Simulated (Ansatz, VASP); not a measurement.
# HfO2: VASP beside Ansatz

One calculation is typed for both programs; each brings its own data sets. How far apart do they land? The cell is taken from a series of runs on this material, whose earlier steps may have relaxed, scaled, displaced or heated it; both programs get it as it stands.

Main program and level: Ansatz 0.2.0; plane waves, with VASP 6.6.1 beside it; LDA.

## Step 1: The starting structure

Symmetry: Fm-3m, No. 225, cubic system. Conventional cell: a = 4.951 Å, b = 4.951 Å, c = 4.951 Å, α = 90.00°, β = 90.00°, γ = 90.00°. Nearest to Hf lie 8 O at 2.14 Å. O has 4 Hf at 2.14 Å nearest. Farther neighbours and most contacts between anions are not listed.

## Step 2: Ansatz: single point, LDA, pair 1

Ansatz runs on its PAW soft_1 files.

With cell and atoms fixed, the geometry can't cause a difference; cores, projectors, grids and the points listed under the comparison can.

input.yaml reads:

```yaml
crystal:
  lattice:
    - [0.0, 2.4756032454, 2.4756032454]
    - [2.4756032454, 0.0, 2.4756032454]
    - [2.4756032454, 2.4756032454, 0.0]
  atoms:
    - { symbol: Hf, position: [0.0, 0.0, 0.0] }
    - { symbol: O, position: [0.25, 0.25, 0.25] }
    - { symbol: O, position: [0.75, 0.75, 0.75] }
kpoints:
  mp_grid: { grid: [8, 8, 8] }
hamiltonian:
  xc: lda
  pseudopotentials: { kind: paw, azcp: { folder: soft_1 }, xc_functional: pbe }
scf:
  occupations: { method: fixed }
output:
  forces: true
  stress: true
  eigenvalues: true
```

The run is started by

```
> ansatz run input.yaml --threads 4 --pin off --max-ram 10240MiB --backend cpu --events-out ev --progress --plain --runs-dir out
```

Numbers of over 12 decimals in the logs are rounded to 6 here.

Log:

```text
Engine: ansatz 0.2.0, aarch64-unknown-linux-gnu
Pseudopotentials: kind: paw
Pseudopotential: Hf, paw, valence charge 26, recommended cutoff 420 eV (normal), soft_1/Hf.paw.azcp
Pseudopotential: O, paw, valence charge 6, recommended cutoff 420 eV (normal), soft_1/O.paw.azcp
Functional definition: SPW92
  exchange = slater_x
  correlation = pw_c
Crystal: 3 atoms, lattice volume = 30.344 Å³
Basis set: ecut = 420 eV, 609 PW (Γ)
Bands: 23, of which v1, the nominal top of the filled ones, is band 19 counted from 1 (18 counted from 0)
Symmetry: 48 space group operations
Space group: Fm-3m (ITA 225), of the structure as read, at distance tolerance 3.1e-5 Å
k-points: 29 of 512
Non-local potential: Hf, projectors of the file, l = 0: 3, l = 1: 2, l = 2: 2, l = 3: 3
Non-local potential: O, projectors of the file, l = 0: 2, l = 1: 2, l = 2: 1
PAW form: soft (Blöchl's): semilocal exchange-correlation on the pseudo side does not see the compensation charge
PAW frozen core: Hf, regenerated for the run's functional, and the local potential with it (the file was generated under x = pbe(κ = 0.804, μ = 0.219515), c = pbe(β = 0.066725))
PAW frozen core: O, regenerated for the run's functional, and the local potential with it (the file was generated under x = pbe(κ = 0.804, μ = 0.219515), c = pbe(β = 0.066725))
PAW one-centre angular grid: Hf, 590 points (default); XC on 64 Gauss nodes
PAW one-centre angular grid: O, 110 points (default); XC on 64 Gauss nodes
Initial density: superposition of atomic densities (chi_scale 0.1, normalization cell, long waves kept (reshape's long-wave potential 0.00 eV rms))
Initial wavefunctions: pseudopotential atomic-orbital guess
Functional: x = slater, c = lda
SCF iter   1: F=—  HF=-16594.298494 eV  |F-HF|=—  |Δ(HF+E_count)|=         —  Δρ=9.11e-2  dr2=1.95e0  ethr=3.10e-3  ⟨swp⟩=4.1  Hψ=2235  notcnv=0  defer=53
preconditioner: auto → none  [insulator: Δε(μ)=3.216 eV  Ē_g=19.592 eV  n_scr=14 (ndim 8)  ℏωp=40.4 eV  f_vac=0.000  ε∞_Penn≈5.3]
SCF iter   2: F=—  HF=-16593.683043 eV  |F-HF|=—  |Δ(HF+E_count)|=   6.15e-1  Δρ=3.45e-2  dr2=2.91e-1  ethr=3.10e-3  ⟨swp⟩=2.3  Hψ=1561  notcnv=0  defer=49
SCF iter   3: F=—  HF=-16593.615895 eV  |F-HF|=—  |Δ(HF+E_count)|=   6.71e-2  Δρ=2.54e-2  dr2=1.10e-1  ethr=7.65e-4  ⟨swp⟩=2.1  Hψ=1162  notcnv=0  defer=58
SCF iter   4: F=—  HF=-16593.591560 eV  |F-HF|=—  |Δ(HF+E_count)|=   2.43e-2  Δρ=5.50e-3  dr2=4.55e-3  ethr=2.89e-4  ⟨swp⟩=2.5  Hψ=1322  notcnv=0  defer=58
SCF iter   5: F=—  HF=-16593.593643 eV  |F-HF|=—  |Δ(HF+E_count)|=   2.08e-3  Δρ=2.66e-3  dr2=6.92e-4  ethr=1.20e-5  ⟨swp⟩=2.1  Hψ=1391  notcnv=0  defer=58
SCF iter   6: F=—  HF=-16593.593983 eV  |F-HF|=—  |Δ(HF+E_count)|=   3.39e-4  Δρ=2.29e-4  dr2=4.84e-6  ethr=1.82e-6  ⟨swp⟩=2.0  Hψ=1083  notcnv=0  defer=56
SCF iter   7: F=—  HF=-16593.593984 eV  |F-HF|=—  |Δ(HF+E_count)|=   9.58e-7  Δρ=1.20e-5  dr2=1.49e-8  ethr=2.63e-10  ⟨swp⟩=7.0  Hψ=4453  notcnv=0
SCF iter   8: F=-16593.593983 eV  HF=-16593.593983 eV  |F-HF|=2.80e-10  |Δ(HF+E_count)|=   3.90e-8  Δρ=1.66e-6  dr2=3.40e-10  ethr=3.91e-11  ⟨swp⟩=4.8  Hψ=2665  notcnv=0
SCF 1 converged in 8 iterations: F = -16593.593983 eV  dr2 = 3.40e-10
  greatest PAW one-centre occupation: 0.999 electrons in one spin orbital (limit 2), on the Hf atom at site 0 (counted from 0), in its partial waves of l = 3
SCF converged after 8 iterations
Free energy (F): -16593.593983 eV
Harris-Foulkes:  -16593.593983 eV  (|F-HF|=2.80e-10)
Internal energy: -16593.593983 eV  (E = F + TS)
E sigma→0 (E₀):  -16593.593983 eV
Fermi energy:    15.841295 eV
--- Per-component energies (eV) ---
  E_band       = 49.617451
  E_kinetic    = 746.994873
  E_local      = -6782.110115  (includes V_loc(G=0)·N_el)
  E_nonlocal   = 188.093531
  E_hartree    = 3248.559889
  E_xc         = -406.749241
  E_vxc        = -438.135301  (∫ρ·V_xc dr)
  E_paw        = -7762.278857  (= ΣΔE_a)
  E_vpaw       = -162.346604  (= ΣTr[D̂ρ^β])
  E_aug_tail   = 0.001727  (compensation charges beyond the density's cutoff)
  E_ewald      = -5828.756722
  E_core_change = 2.650931  (= ΣΔE_core)
  E_smearing   = -0.000000  (= −TS)
  E_closure    = -0.000000  (closes the sum)
  Σ components = -16593.593983   (vs F -16593.593983, Δ=0.00e0)
--- Forces (eV/Å), atoms counted from 1 ---
  atom   1  Hf    -0.00000000     0.00000000    -0.00000000
  atom   2  O     -0.00000000    -0.00000000    -0.00000000
  atom   3  O     -0.00000000     0.00000000    -0.00000000
  max |Σ_I F_I| component: 6.94e-18 eV/Å
--- Stress (GPa, compression-positive) ---
        9.176331       0.000000       0.000000
        0.000000       9.176331       0.000000
       -0.000000       0.000000       9.176331
  P = ⅓ Tr σ = 9.1763 GPa (91.763 kbar)
--- Band table (eV; the first three rows and the last of 29) ---
  k-point 0: bands = [... 15 lower, 9.9083, 15.1770, 15.1770, 15.1770, 19.6615, 19.6615, 22.0026, 27.0938]
  k-point 1: bands = [... 15 lower, 10.4258, 14.7093, 14.8479, 14.8479, 20.0089, 20.0089, 22.5974, 26.2614]
  k-point 2: bands = [... 15 lower, 11.5715, 13.7613, 14.2769, 14.2769, 20.5147, 20.5147, 23.1355, 25.6760]
  k-point 28: bands = [... 15 lower, 13.0591, 13.0591, 14.2382, 15.6063, 20.7348, 21.1197, 23.4745, 23.4745]
```

Reading the cycles: dr2 is the Hartree energy of the density residual (eV), the measure of convergence; HF is the Harris–Foulkes estimate of the energy, which meets the free energy F at convergence.

The run ends at a pressure of 9.18 GPa.

## Step 3: VASP: single point, LDA, pair 1

The same cell, functional (in two slightly different forms) and mesh now go to VASP, with its own data sets.

Lines of VASP's logs that name or quote its potential files are left out, and so is its time.

INCAR reads:

```
SYSTEM = HfO2
PREC = Accurate
ENCUT = 600
EDIFF = 1E-06
NELM = 120
ISMEAR = 0
SIGMA = 0.01
LREAL = .FALSE.
ALGO = Normal
GGA = PW92
NBANDS = 17
LASPH = .TRUE.
LORBIT = 11
LWAVE = .FALSE.
LCHARG = .FALSE.
ISIF = 2
GGA_COMPAT = .FALSE.
EFERMI = MIDGAP
KPAR = 2
```

POSCAR reads:

```
HfO2
1.0
    0.0000000000      2.4756032454      2.4756032454
    2.4756032454      0.0000000000      2.4756032454
    2.4756032454      2.4756032454      0.0000000000
Hf O
1 2
Direct
    0.0000000000      0.0000000000      0.0000000000
    0.2500000000      0.2500000000      0.2500000000
    0.7500000000      0.7500000000      0.7500000000
```

KPOINTS reads:

```
Automatic mesh
0
Gamma
8 8 8
0 0 0
```

Potentials, in the order of the species: Hf_pv and O (LDA family, release 64).

The run is started by

```
> mpirun -np 2 vasp_std
```

Log:

```text
[banner, memory and clock lines left out]
running    2 mpi-ranks, on    1 nodes
 distrk:  each k-point on    1 cores,    2 groups
 distr:  one band on    1 cores,    1 groups

 POSCAR found type information on POSCAR HfO
 POSCAR found :  2 types and       3 ions
|                                                                             |
|               ----> ADVICE to this user running VASP <----                  |
|                                                                             |
|     You enforced a specific xc type in the INCAR file but a different       |
|     [... a line on the potential file left out ...]
|     I HOPE YOU KNOW WHAT YOU ARE DOING!                                     |
|                                                                             |

 LDA part: xc-table for (Slater(with rela. corr.)+PW92), standard interpolation
 POSCAR, INCAR and KPOINTS ok, starting setup
 FFT: planning ... GRIDC
 FFT: planning ... GRID_SOFT
 FFT: planning ... GRID
 WAVECAR not read
 entering main loop
       N       E                     dE             d eps       ncg     rms          rms(c)
DAV:   1     0.100755541293E+03    0.10076E+03   -0.13951E+04   986   0.145E+03
DAV:   2    -0.344932010625E+02   -0.13525E+03   -0.13285E+03  1247   0.322E+02
DAV:   3    -0.386401014813E+02   -0.41469E+01   -0.41366E+01  1191   0.504E+01
DAV:   4    -0.386608071773E+02   -0.20706E-01   -0.20700E-01  1227   0.391E+00
DAV:   5    -0.386609297938E+02   -0.12262E-03   -0.12261E-03  1195   0.285E-01    0.576E+01
DAV:   6    -0.332786822704E+02    0.53822E+01   -0.21789E+01  1008   0.343E+01    0.480E+01
DAV:   7    -0.331393400364E+02    0.13934E+00   -0.67350E-01  1137   0.713E+00    0.309E+01
DAV:   8    -0.330947722383E+02    0.44568E-01   -0.17630E-01  1016   0.402E+00    0.769E+00
DAV:   9    -0.330822584256E+02    0.12514E-01   -0.36765E-02  1054   0.166E+00    0.243E+00
DAV:  10    -0.330819172497E+02    0.34118E-03   -0.21310E-03  1208   0.364E-01    0.742E-02
DAV:  11    -0.330819134094E+02    0.38403E-05   -0.11857E-04  1188   0.909E-02    0.513E-02
DAV:  12    -0.330819139192E+02   -0.50984E-06   -0.55421E-06  1197   0.188E-02
   1 F= -.33081914E+02 E0= -.33081914E+02  d E =0.000000E+00
```

From OUTCAR (step 3):

```text
ion  position               nearest neighbor table
   1  0.000  0.000  0.000-   3 2.14   3 2.14   3 2.14   2 2.14   2 2.14   2 2.14   3 2.14   2 2.14

  LATTYP: Found a face centered cubic cell.
 ALAT       =     4.9512064908

 Subroutine GETGRP returns: Found 48 space group operations
 (whereof 48 operations were pure point group operations)

The static configuration has the point symmetry O_h .

 Found     29 irreducible k-points:

   k-points           NKPTS =     29   k-points in BZ     NKDIM =     29   number of bands    NBANDS=     17

   dimension x,y,z NGX =    28 NGY =   28 NGZ =   28
   dimension x,y,z NGXF=    56 NGYF=   56 NGZF=   56

   ENCUT  =  600.0 eV  44.10 Ry    6.64 a.u.   6.99  6.99  6.99*2*pi/ulx,y,z

   NELECT =      22.0000    total number of electrons

 k-points in reciprocal lattice and weights: Automatic mesh
   0.00000000  0.00000000  0.00000000       0.002
   0.12500000  0.00000000  0.00000000       0.016
   0.25000000  0.00000000  0.00000000       0.016
   0.37500000  0.00000000  0.00000000       0.016
   0.50000000  0.00000000  0.00000000       0.008
   0.12500000  0.12500000  0.00000000       0.012
   0.25000000  0.12500000  0.00000000       0.047
   0.37500000  0.12500000  0.00000000       0.047
   0.50000000  0.12500000  0.00000000       0.047
[...]
-0.37500000  0.50000000  0.12500000       0.023
  -0.25000000  0.50000000  0.25000000       0.012

 average (electrostatic) potential at core
       1 -36.6801       2 -70.0848       3 -70.0848

 E-fermi :   6.5827

 k-point     1 :       0.0000    0.0000    0.0000
  band No.  band energies     occupation
    ...
      7      -1.1711      2.00000
      8      -1.1711      2.00000
      9       4.0426      2.00000
     10       4.0426      2.00000
     11       4.0426      2.00000
     12       8.5339      0.00000
     13       8.5339      0.00000
     14      10.9612      0.00000
     15      15.9755      0.00000
     16      15.9755      0.00000
    ...

 k-point     2 :       0.1250    0.0000    0.0000
  band No.  band energies     occupation
    ...
      7      -1.0051      2.00000
      8      -0.6813      2.00000
      9       3.5810      2.00000
     10       3.7165      2.00000
     11       3.7165      2.00000
     12       8.8840      0.00000
     13       8.8840      0.00000
     14      11.5543      0.00000
     15      15.1461      0.00000
     16      15.6559      0.00000
    ...

 k-point     3 :       0.2500    0.0000    0.0000
  band No.  band energies     occupation
    ...
      7      -0.5999      2.00000
      8       0.4320      2.00000
      9       2.6547      2.00000
     10       3.1520      2.00000
     11       3.1520      2.00000
     12       9.3951      0.00000
     13       9.3951      0.00000
     14      12.0598      0.00000
     15      14.5853      0.00000
     16      15.1051      0.00000
    ...

  Total        0.9465873      0.9465873      0.9465873      0.0000000     -0.0000000      0.0000000
  in kB       49.9802165     49.9802165     49.9802165      0.0000000     -0.0000000      0.0000000
  external PRESSURE =      49.9802165 kB  Pullay stress =       0.0000000 kB

  energy-cutoff  :      600.00
  volume of cell :       30.34
      direct lattice vectors                 reciprocal lattice vectors
     0.000000000  2.475603245  2.475603245    -0.201970975  0.201970975  0.201970975
     2.475603245  0.000000000  2.475603245     0.201970975 -0.201970975  0.201970975
     2.475603245  2.475603245  0.000000000     0.201970975  0.201970975 -0.201970975

 POSITION                                       TOTAL-FORCE (eV/Angst)
 -----------------------------------------------------------------------------------
      0.00000      0.00000      0.00000        -0.000000      0.000000      0.000000
      1.23780      1.23780      1.23780        -0.000000      0.000000      0.000000
      3.71340      3.71340      3.71340         0.000000     -0.000000     -0.000000
 -----------------------------------------------------------------------------------
    total drift:                                0.000000      0.000000      0.000000

  FREE ENERGIE OF THE ION-ELECTRON SYSTEM (eV)
  ---------------------------------------------------
  free  energy   TOTEN  =       -33.0819139192 eV

  energy  without entropy=      -33.0819139192  energy(sigma->0) =      -33.08191392

 total charge
# of ion       s       p       d       tot
------------------------------------------
    1        0.317   6.679   1.517   8.513
    2        1.551   3.577   0.000   5.128
    3        1.551   3.577   0.000   5.128
--------------------------------------------------
tot          3.418  13.833   1.517  18.768

[... 3 further parts left out ...]
```

Harder data sets than Hf_pv exist (the GW ones), and pressures, volumes and forces can shift noticeably with them.

## Step 4: Side by side

Known differences besides the potentials themselves: fixed occupations in Ansatz, narrow Gaussian smearing in VASP; the data sets hold 38 valence electrons in Ansatz (on its PAW soft_1 files) and 22 in VASP; the cutoff is 420 eV in Ansatz and 600 eV in VASP; VASP's log shows a relativistic correction to its local exchange, Ansatz's none. Total energies have different zeros and are not compared.

Compared:

| quantity | Ansatz | VASP | difference |
| --- | --- | --- | --- |
| pressure (GPa) | 9.18 | 5.00 | +4.18 |
| gap on the k mesh (eV) | 3.732 | 3.786 | -0.053 |

A gap on the mesh is an upper bound, since the band edges may lie between its points; neither run holds spin-orbit coupling, which can move the band edges of a compound of Hf.

## Step 5: What the set-up changes

Further runs change the set-up of one program: Ansatz's method, potentials or start, or VASP's data sets, cutoff or form of LDA. The table gives Ansatz less VASP for each quantity, since a change that brings one quantity closer may part another.

| run | pressure (GPa) | gap on the k mesh (eV) |
| --- | --- | --- |
| as above | 4.2 | -0.053 |
| VASP with the data sets Hf_sv and O | 2.8 | -0.064 |

## Step 6: VASP: single point, LDA, pair 2

With cell and atoms fixed, the geometry can't cause a difference; cores, projectors, grids and the points listed under the comparison can. This pair takes another cell of the material, with 6 atoms against 3 for the pair before.

Edit INCAR of step 3 so:

```diff
@@ -6,3 +6,3 @@
 ISMEAR = 0
-SIGMA = 0.01
+SIGMA = 0.02
 LREAL = .FALSE.
@@ -10,3 +10,3 @@
 GGA = PW92
-NBANDS = 17
+NBANDS = 28
 LASPH = .TRUE.
```

POSCAR reads:

```
HfO2
1.0
    0.0000000000     -2.5008662479     -2.5008662479
    0.0000000000      2.5008662479     -2.5008662479
    5.0017324957      0.0000000000      0.0000000000
Hf O
2 4
Direct
    0.0000000000      0.0000000000      0.0000000000
    0.5000000000      0.5000000000      0.5000000000
    0.0000000000      0.5000000000      0.7420027710
    0.5000000000      0.0000000000      0.2579972290
    0.0000000000      0.5000000000      0.2420027710
    0.5000000000      0.0000000000      0.7579972290
```

KPOINTS reads:

```
Automatic mesh
0
Gamma
6 6 6
0 0 0
```

The run is started by

```
> mpirun -np 2 vasp_std
```

Log:

```text
[banner, memory and clock lines left out]
running    2 mpi-ranks, on    1 nodes
[...]
[... a notice as in an earlier step ...]

 LDA part: xc-table for (Slater(with rela. corr.)+PW92), standard interpolation
 POSCAR, INCAR and KPOINTS ok, starting setup
[...]
entering main loop
       N       E                     dE             d eps       ncg     rms          rms(c)
DAV:   1     0.267239102457E+03    0.26724E+03   -0.27614E+04  2240   0.176E+03
DAV:   2    -0.635096215853E+02   -0.33075E+03   -0.32236E+03  2896   0.403E+02
DAV:   3    -0.772617419029E+02   -0.13752E+02   -0.13707E+02  2664   0.753E+01
DAV:   4    -0.773925694609E+02   -0.13083E+00   -0.13075E+00  2888   0.804E+00
[...]
DAV:  11    -0.661838549017E+02   -0.16527E-04   -0.37552E-04  2616   0.125E-01    0.697E-02
DAV:  12    -0.661838580306E+02   -0.31289E-05   -0.68391E-06  2740   0.182E-02    0.673E-02
DAV:  13    -0.661838575686E+02    0.46201E-06   -0.14465E-06  1736   0.612E-03
   1 F= -.66183858E+02 E0= -.66183858E+02  d E =0.000000E+00
```

OUTCAR, selected parts (step 6):

```text
  Total       -1.3706655     -1.5063023     -1.5063023      0.0000000      0.0000000      0.0000000
  in kB      -35.1002885    -38.5737023    -38.5737023      0.0000000      0.0000000      0.0000000
  external PRESSURE =     -37.4158977 kB  Pullay stress =       0.0000000 kB

 POSITION                                       TOTAL-FORCE (eV/Angst)
 -----------------------------------------------------------------------------------
      0.00000      0.00000      0.00000        -0.000000     -0.000000     -0.000000
      2.50087      0.00000     -2.50087        -0.000000      0.000000      0.000000
      3.71130      1.25043     -1.25043        -0.108290     -0.000000      0.000000
      1.29043     -1.25043     -1.25043         0.108290     -0.000000     -0.000000
      1.21043      1.25043     -1.25043        -0.108290      0.000000      0.000000
      3.79130     -1.25043     -1.25043         0.108290      0.000000      0.000000
 -----------------------------------------------------------------------------------
    total drift:                                0.000000      0.000000     -0.000000

  FREE ENERGIE OF THE ION-ELECTRON SYSTEM (eV)
  ---------------------------------------------------
  free  energy   TOTEN  =       -66.1838575686 eV

  energy  without entropy=      -66.1838575686  energy(sigma->0) =      -66.18385757

[... 3 further parts left out ...]
[key lines of the parts left out:]
E-fermi :   6.2436
```

The run ends at a pressure of -3.74 GPa, with forces up to 0.11 eV/Å.

## Step 7: Ansatz: single point, LDA, pair 2

The same cell, functional (in two slightly different forms), mesh and smearing now go to Ansatz, which takes its cutoff from its data sets.

The cell is taken from a series of runs on this material, whose earlier steps may have relaxed, scaled, displaced or heated it; both programs get it as it stands.

input.yaml, the sections that differ from step 2:

```yaml
crystal:
  lattice:
    - [0.0, -2.5008662479, -2.5008662479]
    - [0.0, 2.5008662479, -2.5008662479]
    - [5.0017324957, 0.0, 0.0]
  atoms:
    - { symbol: Hf, position: [0.0, 0.0, 0.0] }
    - { symbol: Hf, position: [0.5, 0.5, 0.5] }
    - { symbol: O, position: [0.0, 0.5, 0.742002771] }
    - { symbol: O, position: [0.5, 0.0, 0.257997229] }
    - { symbol: O, position: [0.0, 0.5, 0.242002771] }
    - { symbol: O, position: [0.5, 0.0, 0.757997229] }
kpoints:
  mp_grid: { grid: [6, 6, 6] }
scf:
  occupations: { method: gaussian, width: 0.02 }
# hamiltonian, output: as in step 2
```

The run is started by

```
> ansatz run input.yaml --threads 4 --pin off --max-ram 10240MiB --backend cpu --events-out ev --progress --plain --runs-dir out
```

Log:

```text
[...]
Crystal: 6 atoms, lattice volume = 62.565 Å³
Basis set: ecut = 420 eV, 1229 PW (Γ)
Bands: 46, of which v1, the nominal top of the filled ones, is band 38 counted from 1 (37 counted from 0)
Symmetry: 16 space group operations
[...]
k-points: 40 of 216
[...]
k-point 0: bands = [... 34 lower, 14.5673, 14.5673, 14.5753, 15.1772, 18.8914, 18.9896, 19.0453, 20.7483, ... 2 higher]
  k-point 1: bands = [... 34 lower, 13.8814, 14.5830, 14.5830, 14.6459, 19.0388, 19.0853, 19.3118, 20.5995, ... 2 higher]
  k-point 2: bands = [... 34 lower, 14.1842, 14.1842, 14.5911, 14.5911, 19.3590, 19.3962, 19.6669, 20.2233, ... 2 higher]
  k-point 39: bands = [... 34 lower, 13.6550, 13.6550, 14.9805, 14.9805, 20.0334, 20.0334, 20.3708, 20.3708, ... 2 higher]
[key lines of the parts left out:]
SCF converged after 10 iterations
Free energy (F): -33187.248909 eV
Fermi energy:    17.035637 eV
P = ⅓ Tr σ = 0.1587 GPa (1.587 kbar)
```

The run ends at a pressure of 0.16 GPa, with forces up to 0.11 eV/Å.

(Continued in part 2 of 2.)

[Lines on the potential files, build, host, timing and source positions are cut from VASP's logs without a mark.]

[Logs are printed without paths, hosts, clocks, repeated set-up lines and the standing remarks that a program may print on its own settings, such as how far it seeks lower states.]

[Hosts, paths, dates, database ids (printed as entryN), source tags and the programs' standing remarks are cut or masked in the printed files.]
